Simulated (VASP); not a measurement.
Given:

```yaml
crystal:
  lattice:
    - [0.00000, 2.64188, 2.64188]
    - [2.64188, 0.00000, 2.64188]
    - [2.64188, 2.64188, 0.00000]
  atoms:
    - { symbol: Ca, position: [0.00000, 0.00000, 0.00000] }
    - { symbol: F, position: [0.25000, 0.25000, 0.25000] }
    - { symbol: F, position: [0.75000, 0.75000, 0.75000] }
```

Calculation: LDA (Ceperley-Alder, Perdew-Zunger), VASP's LDA PAW potentials (set 64) (plane waves; VASP 6.6.1). Run with 520 eV cut-off, 7×7×7 Γ-centred mesh, Gaussian smearing of 0.050 eV, potentials Ca_sv F.

Q: Give the stress tensor in GPa (positive for a compressed cell).

A: 
```
3.30  0.00  0.00
0.00  3.30  0.00
0.00  0.00  3.30
```
The pressure is its mean diagonal, 3.30 GPa.

The compound is CaF2 in the fluorite structure. This cell is one point of a volume scan, at 0.97 of the reference volume.
